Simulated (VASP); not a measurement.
Data:

```
CELL_PARAMETERS angstrom
      0.00000     3.00122     3.00122
      3.00122     0.00000     3.00122
     12.00110    12.00110     0.00376
ATOMIC_POSITIONS crystal
  Ga 0.01429 0.01429 0.98928
  Ga 0.00533 0.00533 0.24600
  Ga 0.99563 0.99563 0.50328
  Ga 0.98546 0.98546 0.76091
  Sb 0.25896 0.25896 0.05578
  Sb 0.24965 0.24965 0.31277
  Sb 0.24056 0.24056 0.56958
  As 0.25014 0.25014 0.81240
```

Method: PBEsol GGA, VASP's PBE PAW potentials (set 64) (plane waves; VASP). Settings: 400 eV cut-off, 10×10×3 Γ-centred mesh, tetrahedra with Blöchl corrections, potentials Ga_d Sb As.

Unless said otherwise, spin-orbit coupling is left out, though it shifts the bands of the heavy elements here.

Q: Estimate the energy per atom (σ→0), band gap (on the k-mesh) with the smallest direct gap where there is one.

A: 
* **band gap (on the k-mesh)**: none (metal, semimetal or under 0.01 eV)
* **energy per atom (σ→0)**: -4.170 eV/atom

The absolute energy has meaning only against runs of the same code, potentials and settings.

The structure was generated: Ga4AsSb3 was put into an ordered model structure (R3m), which need not be its known phase. It was relaxed first.
